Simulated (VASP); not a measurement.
```
Mg3Sb2
1.0
    2.28070    -3.95029     0.00000
    2.28070     3.95029     0.00000
    0.00000     0.00000     7.18527
Mg Sb
3 2
Direct
  0.00000   0.00000   0.00000
  0.33333   0.66667   0.63382
  0.66667   0.33333   0.36618
  0.33333   0.66667   0.22481
  0.66667   0.33333   0.77519
```

Calculation: MS2 meta-GGA, VASP's PBE PAW potentials (set 64) (plane waves; VASP). Numerical set-up: 520 eV cut-off, 6×6×4 Γ-centred mesh, tetrahedra with Blöchl corrections, potentials Mg Sb.

Unless said otherwise, spin-orbit coupling is left out, though it shifts the bands of the heavy elements here.

Q: Give the energies of bands 3 to 11 at the high-symmetry points, in eV from the valence-band maximum.

A: 
| band | Γ | M | K | A | L | H |
|---|---|---|---|---|---|---|
| 3 | -5.07 | -4.84 | -4.53 | -3.08 | -5.11 | -4.48 |
| 4 | -1.23 | -3.90 | -3.74 | -3.07 | -4.76 | -4.48 |
| 5 | -1.23 | -3.37 | -3.74 | -0.89 | -2.02 | -4.17 |
| 6 | -0.49 | -2.46 | -2.66 | -0.89 | -1.75 | -3.47 |
| 7 | -0.49 | -2.27 | -2.66 | -0.86 | -1.70 | -1.04 |
| 8 | 0.00 | -0.99 | -2.65 | -0.86 | -1.61 | -1.04 |
| 9 | 1.40 | 0.42 | 0.29 | 1.93 | 0.57 | 1.93 |
| 10 | 1.50 | 2.13 | 4.18 | 2.14 | 1.39 | 1.93 |
| 11 | 3.08 | 2.19 | 4.40 | 2.73 | 1.84 | 2.58 |

The gap is indirect, 0.29 eV, from the valence maximum at Γ to the conduction minimum at K.

The compound is Mg3Sb2 in the a-la2o3 structure. It was relaxed first.
